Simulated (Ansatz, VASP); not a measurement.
## Two plane-wave programs on ZnSn4

```
Zn Sn
1.0
    -3.27476    3.27476    3.27476
     3.27476   -3.27476    3.27476
     3.27476    3.27476   -3.27476
Zn Sn
1 4
Cartesian
  0.0000 0.0000 0.0000
  1.6374 1.6374 -1.6374
  1.6374 -1.6374 1.6374
  -1.6374 1.6374 1.6374
  1.6374 1.6374 1.6374
```

Change from the starting cell: species swapped into the MnGa4 type (Im-3m, No. 229).

Alike in both runs: task relaxation of cell and atoms; functional PBE; k mesh 8 × 8 × 8; occupations gaussian, width 0.1 eV; no spin polarisation.

|  | VASP | Ansatz |
| --- | --- | --- |
| version | VASP 6.6.1 | Ansatz 0.2.0 |
| potentials or method | VASP PAW PBE potentials, release 64 (Zn, Sn_d) | scalar-relativistic, plane waves, PAW |
| plane-wave cutoff (eV) | 600 | 420 |
| valence electrons in the cell | 68 | 68 |

Ansatz gave:

| Item | Value |
| --- | --- |
| gap on the k mesh at the Fermi level, each at its own relaxed structure (eV) | none |
| relaxed volume (Å³/atom) | 28.28 |
| relaxed cell length with the largest relative difference (Å) | 5.685 |

Problem. What did VASP give for the same quantities?

Solution. gap on the k mesh at the Fermi level, each at its own relaxed structure (eV): none; relaxed volume (Å³/atom): 28.31; relaxed cell length with the largest relative difference (Å): 5.687.

A gap of «none» marks a metal or a gap that the smearing closes.
